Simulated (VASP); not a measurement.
A convergence study with VASP on V (bcc): a few settings are varied, all else stays as given below, so the limit is that of these other settings. The cell's lengths are 1 % over those of the tabulated start, so it is off equilibrium.

```
V
1.0
   -1.53015     1.53015     1.53015
    1.53015    -1.53015     1.53015
    1.53015     1.53015    -1.53015
V
1
Direct
  0.00000   0.00000   0.00000
```

Level of theory: PBEsol GGA, VASP's PBE PAW potentials (set 64) (plane waves; VASP 6.6.1). The last row used: LREAL = Auto, 600 eV cut-off, 14×14×14 Γ-centred mesh, first-order Methfessel-Paxton smearing of 0.10 eV, potentials V_sv.

```
setting                                        E (eV/atom)  pressure (GPa)  plane waves
---------------------------------------------  -----------  --------------  -----------
ENCUT = 300, LREAL = .FALSE., PREC = Normal        -9.5741          -17.34          178
ENCUT = 400, LREAL = .FALSE., PREC = Normal        -9.5659          -18.08          268
ENCUT = 500, LREAL = .FALSE., PREC = Normal        -9.5648          -16.83          376
ENCUT = 600, LREAL = .FALSE., PREC = Normal        -9.5649          -16.78          490
ENCUT = 500, LREAL = .FALSE., PREC = Accurate      -9.5649             ___          376
ENCUT = 600, LREAL = .FALSE., PREC = Accurate      -9.5649          -16.79          490
ENCUT = 300, LREAL = Auto, PREC = Normal           -9.5737          -17.33          178
ENCUT = 400, LREAL = Auto, PREC = Normal               ___             ___          268
ENCUT = 500, LREAL = Auto, PREC = Normal           -9.5669          -17.39          376
ENCUT = 600, LREAL = Auto, PREC = Normal           -9.5659          -16.72          490
ENCUT = 300, LREAL = Auto, PREC = Accurate         -9.5747          -17.26          178
ENCUT = 400, LREAL = Auto, PREC = Accurate         -9.5661          -18.18          268
ENCUT = 500, LREAL = Auto, PREC = Accurate         -9.5649          -16.78          376
ENCUT = 600, LREAL = Auto, PREC = Accurate         -9.5656          -16.80          490
```

Question: What belongs in the gaps?

Answer: 
- ENCUT = 400, LREAL = Auto, PREC = Normal, E (eV/atom): -9.5686
- ENCUT = 400, LREAL = Auto, PREC = Normal, pressure (GPa): -18.13
- ENCUT = 500, LREAL = .FALSE., PREC = Accurate, pressure (GPa): -16.81

Left out are rungs that failed or repeat a setting and relaxations that didn't move; long series are thinned to 24 rows.

The compound is V in the bcc structure. The cell was not relaxed at this level. The run is not spin-polarised, so no magnetic state was tried.
